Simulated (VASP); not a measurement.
## SnGeTe3: relaxation of cell and atoms with PBE

Crystal: SnGeTe3.

```
CELL_PARAMETERS angstrom
3.24305 1.87238 6.71279
-3.24305 1.87238 6.71279
0.00000 -3.74476 6.71279
ATOMIC_POSITIONS crystal
Sn 0.00000 0.00000 0.00000
Sn 0.50000 0.50000 0.50000
Ge 0.25000 0.25000 0.25000
Ge 0.75000 0.75000 0.75000
Te 0.55201 0.25000 0.94799
Te 0.94799 0.55201 0.25000
Te 0.25000 0.94799 0.55201
Te 0.44799 0.75000 0.05201
Te 0.05201 0.44799 0.75000
Te 0.75000 0.05201 0.44799
```

The cell was built by a generator and needn't be a form met in nature.

```
Program                : VASP 6.6.1
Task                   : relaxation of cell and atoms
Functional             : PBE
Potentials or basis    : VASP PAW PBE potentials, release 64 (Sn_d, Ge_d, Te)
Cutoff                 : 520 eV
k mesh                 : 3 × 3 × 3
Occupations            : gaussian, width 0.15 eV
Spin                   : no spin polarisation
Further INCAR settings : PREC = Normal; LREAL = Auto; ALGO = Fast; EDIFF = 0.0001; IBRION = 2; EDIFFG = -0.08; NSW = 24; ISIF = 3
```

```json
{"Relaxed volume": "38.74 Å³/atom", "Relaxed cell": "a = 9.150 Å, b = 9.150 Å, c = 9.150 Å, α = 47.99°, β = 47.99°, γ = 47.99°", "Space group after relaxing (to 0.05 Å)": "R-3c (No. 167)", "Energy gained by relaxing": "2583.4 meV/atom", "Ionic steps": "18", "Pressure after relaxing": "0.1 GPa", "Largest force after relaxing": "0.013 eV/Å", "Band gap on the k mesh": "0.18 eV, direct"}
```

Forces on the atoms (eV/Å):
```
Sn   0.000  0.000  0.000
Sn   0.000  0.000  0.000
Ge   0.000  0.000  0.000
Ge   0.000  0.000  0.000
Te  -0.006 -0.011  0.000
Te   0.013  0.000  0.000
Te  -0.006  0.011  0.000
Te   0.006  0.011  0.000
Te  -0.013  0.000  0.000
Te   0.006 -0.011  0.000
```

Step by step:
```tsv
step	energy change (eV)	largest force (eV/Å)	pressure (GPa)	volume (Å³)
1	0.0000	17.9048	64.96	244.57
2	-5.4851	0.0164	-7.17	753.78
3	-13.1945	0.2591	-6.93	638.60
4	-16.5121	0.3965	-6.16	568.34
5	-24.2910	0.6466	-1.64	367.74
6	-23.9887	0.2824	8.26	302.52
7	-24.6138	0.6806	0.60	345.45
8	-24.6491	0.6920	1.69	337.10
9	-24.6495	0.6823	2.12	335.07
10	-24.9583	0.7034	0.10	352.45
11	-25.1294	0.7070	-1.39	373.52
12	-25.3866	0.6116	-1.08	374.64
13	-25.8053	0.0433	0.86	376.77
14	-25.8066	0.0293	0.66	376.70
15	-25.8065	0.0099	0.78	376.73
16	-25.8284	0.1010	0.34	385.61
17	-25.8285	0.1030	0.22	385.88
18	-25.8339	0.0127	0.13	387.44
```

Final structure:
```
Sn Ge Te
1.0
     3.72080    2.14821    8.07870
    -3.72080    2.14821    8.07870
     0.00000   -4.29641    8.07870
Sn Ge Te
2 2 6
Direct
  0.00000 0.00000 0.00000
  0.50000 0.50000 0.50000
  0.25000 0.25000 0.25000
  0.75000 0.75000 0.75000
  0.58983 0.25000 0.91017
  0.91017 0.58983 0.25000
  0.25000 0.91017 0.58983
  0.41017 0.75000 0.08983
  0.08983 0.41017 0.75000
  0.75000 0.08983 0.41017
```

Levels at points of the mesh, in eV from the valence-band top:
| k point | band 43 | band 44 | band 45 | band 46 | band 47 | band 48 | band 49 | band 50 |
| --- | --- | --- | --- | --- | --- | --- | --- | --- |
| (0.00, 0.00, 0.00) | -0.81 | -0.48 | -0.48 | 0.00 | 0.18 | 0.39 | 1.19 | 1.19 |

It took 30 min on 1 thread of Intel(R) Xeon(R) Platinum 8488C (Sapphire Rapids), with other jobs on the host, peak memory 0.42 GiB.

Caveat: the volume moved by over 15 % at a fixed basis, so the end points are rough; spin-orbit coupling is left out, which moves the levels of the heavy elements; an odd mesh through Γ misses points on the zone boundary, where band edges often lie; the relaxation stopped at a loose force limit of 0.08 eV/Å, so its end isn't a converged minimum.
